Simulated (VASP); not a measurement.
Method: PBE GGA, VASP's PBE PAW potentials (set 64) (plane waves; VASP 6.6.1).

VASP input:

**INCAR**
```
SYSTEM = CuI
PREC = Accurate; ENCUT = 480; LREAL = .False.
LASPH = .True.
EDIFF = 1E-7; NELM = 100; ALGO = Normal
LMAXMIX = 4
ISMEAR = 0; SIGMA = 0.05
GGA = PE
ISIF = 2
LWAVE = .False.; LCHARG = .False.
```

File KPOINTS:
```
Automatic mesh
0
Gamma
8 8 8
0 0 0
```

File POSCAR:
```
CuI
1
    0.0000000000     2.9898231958     2.9898231958
    2.9898231958     0.0000000000     2.9898231958
    2.9898231958     2.9898231958     0.0000000000
Cu I
1 1
Direct
  0.0000000000   0.0000000000   0.0000000000
  0.2500000000   0.2500000000   0.2500000000
```

POTCAR, in this order: Cu I (PBE.64 set). Program: vasp_std.

What VASP printed:

**OSZICAR**
```
       N       E                     dE             d eps       ncg     rms          rms(c)
DAV:   1     0.103287706576E+03    0.10329E+03   -0.77100E+03   754   0.140E+03
DAV:   2     0.194011688937E+01   -0.10135E+03   -0.94903E+02   754   0.261E+02
DAV:   3    -0.552173524919E+01   -0.74619E+01   -0.73514E+01  1032   0.801E+01
DAV:   4    -0.577846347558E+01   -0.25673E+00   -0.25659E+00   900   0.134E+01
DAV:   5    -0.578648698567E+01   -0.80235E-02   -0.80232E-02  1085   0.249E+00    0.562E+00
DAV:   6    -0.570382377246E+01    0.82663E-01   -0.38590E+00   798   0.573E+01    0.363E+00
DAV:   7    -0.554395956706E+01    0.15986E+00   -0.87498E-01   844   0.341E+01    0.183E+00
DAV:   8    -0.554668609618E+01   -0.27265E-02   -0.55254E-02  1117   0.408E+00    0.509E-01
DAV:   9    -0.554311734242E+01    0.35688E-02   -0.17340E-02   949   0.420E+00    0.153E-01
DAV:  10    -0.554328559468E+01   -0.16825E-03   -0.78547E-04   889   0.274E-01    0.798E-02
DAV:  11    -0.554333211782E+01   -0.46523E-04   -0.48229E-04   960   0.688E-01    0.348E-02
DAV:  12    -0.554332895737E+01    0.31604E-05   -0.48395E-05  1181   0.147E-01    0.304E-02
DAV:  13    -0.554332777585E+01    0.11815E-05   -0.23178E-06  1156   0.302E-02    0.176E-02
DAV:  14    -0.554332669312E+01    0.10827E-05   -0.85567E-06  1050   0.951E-02    0.288E-03
DAV:  15    -0.554332715518E+01   -0.46206E-06   -0.13972E-06   814   0.793E-03    0.483E-03
DAV:  16    -0.554332712742E+01    0.27761E-07   -0.38673E-08   482   0.323E-03
   1 F= -.55433271E+01 E0= -.55433271E+01  d E =-.413048E-16
```

**OUTCAR**
```
------------------------ aborting loop because EDIFF is reached ----------------------------------------
  FORCE on cell =-STRESS in cart. coord.  units (eV):
  Direction    XX          YY          ZZ          XY          YZ          ZX
  --------------------------------------------------------------------------------------
  Total        0.7249296      0.7249296      0.7249296      0.0000000     -0.0000000      0.0000000
  in kB       21.7290089     21.7290089     21.7290089      0.0000000     -0.0000000      0.0000000
  external PRESSURE =      21.7290089 kB  Pullay stress =       0.0000000 kB
  volume of cell :       53.45
      direct lattice vectors                 reciprocal lattice vectors
     0.000000000  2.989823196  2.989823196    -0.167233969  0.167233969  0.167233969
     2.989823196  0.000000000  2.989823196     0.167233969 -0.167233969  0.167233969
     2.989823196  2.989823196  0.000000000     0.167233969  0.167233969 -0.167233969
  FREE ENERGIE OF THE ION-ELECTRON SYSTEM (eV)
  ---------------------------------------------------
  free  energy   TOTEN  =        -5.5433271274 eV

  energy  without entropy=       -5.5433271274  energy(sigma->0) =       -5.54332713
```
(Selected blocks of OUTCAR.)

The compound is CuI in the zinc blende structure. This cell was strained or had an atom moved on purpose.
